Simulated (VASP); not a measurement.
# Lattice of Al across functionals and dispersion corrections, part 2 of 2

Aim: relax Al at several levels and hold each cell against experiment. LASPH is on for some levels and off for others; the table marks which. The start is a cell from a database of measured crystal structures.

VASP 6.6.1, plane waves and PAW; the level of theory is named at each step.

Still holding for the runs below: This run has no spin polarisation. Its electron count is odd, so without a moment it is a metal by construction. The k-mesh is coarse for a metal.

So far, final volume (Å³): step 2 (relaxation, level PBE) 16.6; step 3 (relaxation, level LDA) 16.0.

### Step 4. Relaxation with r2SCAN

This step: r2SCAN; plane waves and PAW (Al) (VASP 6.6.1).

r2SCAN adds the kinetic-energy density, costs more than a GGA and is run with LASPH.

The input, INCAR:

```
SYSTEM = Al
PREC = Accurate
ENCUT = 520
EDIFF = 1E-06
NELM = 100
ISMEAR = -1
SIGMA = 0.05
LREAL = .FALSE.
ALGO = Normal
METAGGA = R2SCAN
LASPH = .TRUE.
NBANDS = 7
LORBIT = 11
LWAVE = .FALSE.
LCHARG = .FALSE.
KPAR = 2
IBRION = 2
NSW = 60
ISIF = 3
EDIFFG = -0.01
```

The input, POSCAR:

```
Al
1.0
    0.0000000000      2.0169500000      2.0169500000
    2.0169500000      0.0000000000      2.0169500000
    2.0169500000      2.0169500000      0.0000000000
Al
1
Direct
    0.0000000000      0.0000000000      0.0000000000
```

The input, KPOINTS:

```
Automatic mesh
0
Gamma
9 9 9
0 0 0
```

Potentials, in the order of the species: Al (PBE family, release 64).

The run is started by

```
$ mpirun -np 2 vasp_std
```

The log of the run:

```text
[banner, memory and clock lines left out]
running    2 mpi-ranks, on    1 nodes
[...]
[... a notice as in an earlier step ...]

 LDA part: xc-table for (None), standard interpolation
 POSCAR, INCAR and KPOINTS ok, starting setup
[...]
entering main loop
       N       E                     dE             d eps       ncg     rms          rms(c)
DAV:   1    -0.537997208698E+01   -0.53800E+01   -0.95677E+02   497   0.248E+02
DAV:   2    -0.687557492717E+01   -0.14956E+01   -0.14054E+01   637   0.203E+01
DAV:   3    -0.688768272162E+01   -0.12108E-01   -0.12106E-01   693   0.211E+00
DAV:   4    -0.688771042468E+01   -0.27703E-04   -0.27704E-04   763   0.841E-02
[...]
DAV:   9    -0.670166396391E+01    0.72967E-04   -0.31427E-05   637   0.510E-02    0.408E-02
DAV:  10    -0.670167634078E+01   -0.12377E-04   -0.45498E-07   763   0.498E-03    0.315E-03
DAV:  11    -0.670167630857E+01    0.32204E-07   -0.32378E-09   343   0.531E-04
   1 F= -.67016763E+01 E0= -.66982391E+01  d E =-.670168E+01
[...]
DAV:   4    -0.670598305483E+01   -0.11732E-04   -0.98970E-06   693   0.302E-02    0.244E-02
DAV:   5    -0.670597639417E+01    0.66607E-05   -0.22489E-07   455   0.321E-03    0.356E-03
DAV:   6    -0.670597495544E+01    0.14387E-05   -0.10227E-08   308   0.703E-04    0.167E-04
DAV:   7    -0.670597509440E+01   -0.13896E-06   -0.12175E-09   266   0.283E-04
   2 F= -.67059751E+01 E0= -.67024350E+01  d E =-.429879E-02
 trial-energy change:   -0.004299  1 .order   -0.004045   -0.010363    0.002274
 step:   0.8366(harm=  0.8201)  dis= 0.00000  next Energy=    -6.706160 (dE=-0.448E-02)
[...]
N       E                     dE             d eps       ncg     rms          rms(c)
DAV:   1    -0.670615640272E+01   -0.18145E-03   -0.15847E-03   602   0.196E-01    0.559E-02
DAV:   2    -0.670616207877E+01   -0.56760E-05   -0.23604E-05   686   0.344E-02    0.150E-02
DAV:   3    -0.670615422965E+01    0.78491E-05   -0.62237E-07   490   0.699E-03    0.678E-03
DAV:   4    -0.670614960802E+01    0.46216E-05   -0.22752E-07   308   0.464E-03    0.315E-03
DAV:   5    -0.670615043061E+01   -0.82260E-06   -0.19031E-08   252   0.911E-04
   3 F= -.67061504E+01 E0= -.67025840E+01  d E =-.447412E-02
[...]
reached required accuracy - stopping structural energy minimisation
```

The job ended after 32 s (2 MPI ranks of AMD EPYC 7R43, shared host; peak memory 0.22 GiB; 61 s of CPU time).

From OUTCAR (step 4):

```text
  Total        0.0027671      0.0027671      0.0027671     -0.0000000      0.0000000     -0.0000000
  in kB        0.2791093      0.2791093      0.2791093     -0.0000000      0.0000000     -0.0000000
  external PRESSURE =       0.2791093 kB  Pullay stress =       0.0000000 kB

 POSITION                                       TOTAL-FORCE (eV/Angst)
 -----------------------------------------------------------------------------------
     -0.00000      0.00000      0.00000        -0.000000      0.000000      0.000000
 -----------------------------------------------------------------------------------
    total drift:                               -0.000000      0.000000      0.000000

  FREE ENERGIE OF THE ION-ELECTRON SYSTEM (eV)
  ---------------------------------------------------
  free  energy   TOTEN  =        -6.7061504306 eV

  energy  without entropy=       -6.6990175404  energy(sigma->0) =       -6.70258399

[... 2 parts as in an earlier step ...]

[... 2 further parts left out ...]
[key lines of the parts left out:]
E-fermi :   8.4117
```

The PAW data sets were made with PBE, which is usual practice but a small mismatch for other functionals.

Step by step:

| step | energy less that of the first step (eV) | largest force (eV/Å) | pressure (GPa) | volume (Å³) |
| --- | --- | --- | --- | --- |
| 1 | 0.0000 | 0.0000 | -2.61 | 16.41 |
| 2 | -0.0043 | 0.0000 | 0.60 | 15.78 |
| 3 | -0.0045 | 0.0000 | 0.03 | 15.88 |

| conventional cell, symmetrised | before | after | change |
| --- | --- | --- | --- |
| a (Å) | 4.034 | 3.990 | -1.1 % |
| b (Å) | 4.034 | 3.990 | -1.1 % |
| c (Å) | 4.034 | 3.990 | -1.1 % |
| volume (Å³/atom) | 16.41 | 15.88 | -3.2 % |

The relaxed structure:

```xyz
1
Lattice="0.0000 1.9952 1.9952 1.9952 0.0000 1.9952 1.9952 1.9952 0.0000" Properties=species:S:1:pos:R:3 pbc="T T T"
Al    0.0000    0.0000    0.0000
```

It ends at 15.88 Å³/atom, -3.2 % from the start, with 0.03 GPa left. The conventional cell has a = 3.990 Å.

### Step 5. Relaxation with PBE + D3(BJ)

This step: PBE with D3(BJ); plane waves and PAW (Al) (VASP 6.6.1).

A dispersion term adds the long-range attraction that semilocal functionals lack. D3 with Becke-Johnson damping keeps a finite attraction at short range.

INCAR: that of step 4 with these lines changed.

```diff
@@ -9,4 +9,4 @@
 ALGO = Normal
-METAGGA = R2SCAN
-LASPH = .TRUE.
+GGA = PE
+IVDW = 12
 NBANDS = 7
```

POSCAR is that of step 4.

KPOINTS is that of step 4.

The run is started by

```
$ mpirun -np 2 vasp_std
```

The log of the run:

```text
[... set-up lines as in an earlier step ...]
 entering main loop
       N       E                     dE             d eps       ncg     rms          rms(c)
[... 10 cycles as in an earlier step ...]
   1 F= -.40562656E+01 E0= -.40536330E+01  d E =-.405627E+01
[...]
N       E                     dE             d eps       ncg     rms          rms(c)
DAV:   1    -0.370865486502E+01    0.93740E-02   -0.79570E-02   616   0.131E+00    0.231E-01
DAV:   2    -0.370832252945E+01    0.33234E-03   -0.46071E-04   616   0.178E-01    0.902E-02
DAV:   3    -0.370809228807E+01    0.23024E-03   -0.62490E-05   630   0.371E-02    0.253E-02
DAV:   4    -0.370808016065E+01    0.12127E-04   -0.54396E-06   672   0.106E-02    0.170E-02
DAV:   5    -0.370808026732E+01   -0.10667E-06   -0.42188E-08   308   0.150E-03
   2 F= -.40609159E+01 E0= -.40578243E+01  d E =-.465029E-02
 trial-energy change:   -0.004650  1 .order   -0.004535   -0.011243    0.002173
 step:   0.8448(harm=  0.8380)  dis= 0.00000  next Energy=    -4.061084 (dE=-0.482E-02)
[...]
N       E                     dE             d eps       ncg     rms          rms(c)
DAV:   1    -0.371058750392E+01   -0.25073E-02   -0.18626E-03   623   0.200E-01    0.355E-02
DAV:   2    -0.371057868756E+01    0.88164E-05   -0.10885E-05   609   0.274E-02    0.141E-02
DAV:   3    -0.371057212319E+01    0.65644E-05   -0.15316E-06   623   0.580E-03    0.378E-03
DAV:   4    -0.371057158975E+01    0.53345E-06   -0.10761E-07   273   0.155E-03
   3 F= -.40610860E+01 E0= -.40580807E+01  d E =-.482047E-02
[...]
reached required accuracy - stopping structural energy minimisation
```

Run time: 6.2 s. Hardware: 2 MPI ranks; peak memory 0.22 GiB.

From OUTCAR (step 5):

```text
 Edisp (eV)   -0.35284

 Edisp (eV)   -0.35051

  Total       0.00071     0.00071     0.00071    -0.00000    -0.00000     0.00000
  in kB       0.07185     0.07185     0.07185    -0.00000    -0.00000     0.00000
  external pressure =        0.07 kB  Pullay stress =        0.00 kB

 POSITION                                       TOTAL-FORCE (eV/Angst)
 -----------------------------------------------------------------------------------
      0.00000      0.00000      0.00000         0.000000      0.000000     -0.000000
 -----------------------------------------------------------------------------------
    total drift:                                0.000000     -0.000000      0.000000

  FREE ENERGIE OF THE ION-ELECTRON SYSTEM (eV)
  ---------------------------------------------------
  free  energy   TOTEN  =        -4.0610860410 eV

  energy  without entropy=       -4.0550754356  energy(sigma->0) =       -4.05808074

[... 2 parts as in an earlier step ...]

[... 2 further parts left out ...]
[key lines of the parts left out:]
E-fermi :   8.3922
```

Dispersion corrections of this kind ignore metallic screening and tend to overbind metals.

The steps of the relaxation:

| step | energy less that of the first step (eV) | largest force (eV/Å) | pressure (GPa) | volume (Å³) |
| --- | --- | --- | --- | --- |
| 1 | 0.0000 | 0.0000 | -2.72 | 16.41 |
| 2 | -0.0046 | 0.0000 | 0.55 | 15.76 |
| 3 | -0.0048 | 0.0000 | 0.01 | 15.86 |

| conventional cell, symmetrised | before | after | change |
| --- | --- | --- | --- |
| a (Å) | 4.034 | 3.988 | -1.1 % |
| b (Å) | 4.034 | 3.988 | -1.1 % |
| c (Å) | 4.034 | 3.988 | -1.1 % |
| volume (Å³/atom) | 16.41 | 15.86 | -3.4 % |

Final coordinates:

```xyz
1
Lattice="0.0000 1.9940 1.9940 1.9940 0.0000 1.9940 1.9940 1.9940 0.0000" Properties=species:S:1:pos:R:3 pbc="T T T"
Al    0.0000    0.0000    0.0000
```

It ends at 15.86 Å³/atom, -3.4 % from the start, with 0.01 GPa left. The conventional cell has a = 3.988 Å. Against plain PBE, the dispersion term moves a by -1.4 %.

### Step 6. The cells as a table

This step: relaxed cells at several levels; plane waves and PAW (VASP 6.6.1).

This step runs nothing: it gathers the runs above.

Lengths are those of the conventional cell; cost is the wall time of each run, as given at its step, times its ranks, without the set-up around it; LASPH differs between rows, which moves results and costs too. Results by level, by row:

| level | volume (Å³/atom) | change from the start (%) | a (Å) | cost (core minutes) | LASPH |
| --- | --- | --- | --- | --- | --- |
| PBE | 16.56 | 0.9 | 4.046 | 0.187 | off |
| LDA | 15.97 | -2.7 | 3.998 | 0.173 | off |
| r2SCAN | 15.88 | -3.2 | 3.99 | 1.07 | on |
| PBE + D3(BJ) | 15.86 | -3.4 | 3.988 | 0.207 | off |

### Step 7. What came out

| Quantity | Value |
| --- | --- |
| volume, PBE | 16.56 Å³/atom |
| volume, LDA | 15.97 Å³/atom |
| volume, r2SCAN | 15.88 Å³/atom |
| volume, PBE + D3(BJ) | 15.86 Å³/atom |

**Reading.** For Al the levels give volumes between 15.86 Å³/atom (PBE + D3(BJ)) and 16.56 Å³/atom (PBE), a spread of 4.4 %, while the cost of the finished runs spans a factor of 6.2. Within 1 % of experiment on every length: PBE. The nearest, PBE, is among the cheap ones. Thermal and zero-point expansion, often some tenths of a per cent in length, bear on this order: with the measured lengths lowered by an assumed 0.4 % the nearest is still PBE. The costs hold the number of ionic steps as well as the price of the functional. Adding D3(BJ) to PBE changes the volume by -4.2 % (a by -1.4 %). Pairwise corrections of the D and TS kind ignore the screening in a metal, so they may overbind here. Within 0.02 Å all end in space group Fm-3m; the runs can't lower the symmetry of the start. The k-sampling is coarse for a metal, so the Fermi level, pressures and the shape of the cell carry errors. LASPH is on for some levels and off for others, so differences between them are not the functional's alone. Each is a single relaxation on the plane waves of the start cell, so larger changes of volume carry a basis-set error that was not tested here.

Computed beside measured:

```
              quantity  measured             PBE             LDA          r2SCAN    PBE + D3(BJ)
lattice constant a (Å)    4.0495  4.046 (-0.1 %)  3.998 (-1.3 %)  3.990 (-1.5 %)  3.988 (-1.5 %)
```

Measured values from pmc:3831299 (2013).

Verdict: For the lattice constant a, of the levels listed nearest comes PBE (-0.1 %, good agreement) and farthest PBE + D3(BJ) (-1.5 %, a clear miss). The grades are ours: good and fair within 0.7 and 1.5 % for the lattice constant a. For lattice constants the calculation has a static lattice, without zero-point motion or thermal expansion.

[Lines on the potential files, build, host, timing and source positions are cut from VASP's logs without a mark.]

[Logs are printed without paths, hosts, clocks, repeated set-up lines and the standing remarks that a program may print on its own settings, such as how far it seeks lower states.]

[Hosts, paths, dates, database ids (printed as entryN), source tags and the programs' standing remarks are cut or masked in the printed files.]

[A measured line is paired with the nearest computed mode of its activity, which favours agreement.]
